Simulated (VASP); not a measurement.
An input for Quantum ESPRESSO's pw.x (written as the equivalent of a VASP run, and not itself run):

```
&CONTROL
  calculation = 'vc-relax'
  pseudo_dir = './pseudo'
  outdir = './out'
  tprnfor = .true.
  tstress = .true.
  nstep = 30
  forc_conv_thr = 0.00039
/
&SYSTEM
  ibrav = 0
  nat = 4
  ntyp = 1
  ecutwfc = 82
  occupations = 'smearing'
  smearing = 'gaussian'
  degauss = 0.003675
  input_dft = 'vdw-df-cx'
/
&ELECTRONS
  conv_thr = 7.3e-09
  electron_maxstep = 100
/
&IONS
/
&CELL
  cell_dofree = 'shape'
/
ATOMIC_SPECIES
  C 12.011 C.upf
CELL_PARAMETERS angstrom
     1.2582094   -2.1792822    0.0000000
     1.2582094    2.1792822    0.0000000
     0.0000000    0.0000000    6.6576998
ATOMIC_POSITIONS crystal
  C    0.0000000  0.0000000  0.2500000
  C    0.0000000  0.0000000  0.7500000
  C    0.3333330  0.6666670  0.2500000
  C    0.6666670  0.3333330  0.7500000
K_POINTS automatic
  10 10 4 0 0 0
```

Write the VASP files for the same calculation (vdW-DF-cx).

This is not unique; one that fits is 
**INCAR**
```
# general
SYSTEM   = C
PREC     = Accurate
ENCUT    = 520   # plane-wave cut-off (eV)
LREAL    = .FALSE.   # projection in real space or not
LASPH    = .TRUE.   # aspherical one-centre terms

# electronic loop
EDIFF    = 1E-7   # SCF stop (eV)
NELM     = 100   # most electronic steps
ALGO     = Normal   # blocked Davidson

# smearing
ISMEAR   = 0   # Gaussian
SIGMA    = 0.05   # width (eV)

# functional
GGA      = CX
LUSE_VDW = .TRUE.
AGGAC    = 0.0

# ions
IBRION   = 2   # conjugate gradients
NSW      = 30
ISIF     = 4   # ions and shape, fixed volume
EDIFFG   = -0.01   # ionic stop

# output
LWAVE    = .FALSE.
LCHARG   = .FALSE.
```

POSCAR:
```
C
1
    1.2582094468    -2.1792821809     0.0000000000
    1.2582094468     2.1792821809     0.0000000000
    0.0000000000     0.0000000000     6.6576997657
C
4
Direct
  0.0000000000   0.0000000000   0.2500000000
  0.0000000000   0.0000000000   0.7500000000
  0.3333330000   0.6666670000   0.2500000000
  0.6666670000   0.3333330000   0.7500000000
```

**KPOINTS**
```
Automatic mesh
0
Gamma
10 10 4
0 0 0
```

POTCAR, in this order: C (PBE.64 set). Program: vasp_std.

The two are equivalent in intent, not identical: the potentials are each code's own (VASP's PAW set, PseudoDojo norm-conserving files in pw.x), so ENCUT and ecutwfc are chosen apart and not converted; conv_thr bounds pw.x's estimated SCF error, while EDIFF bounds the energy change between steps; forc_conv_thr acts on force components and is met together with etot_conv_thr.

The compound is C in the graphite structure. This cell is one point of a volume scan, at 1.06 of the reference volume. Symmetry was kept, so distortions that lower it aren't found.
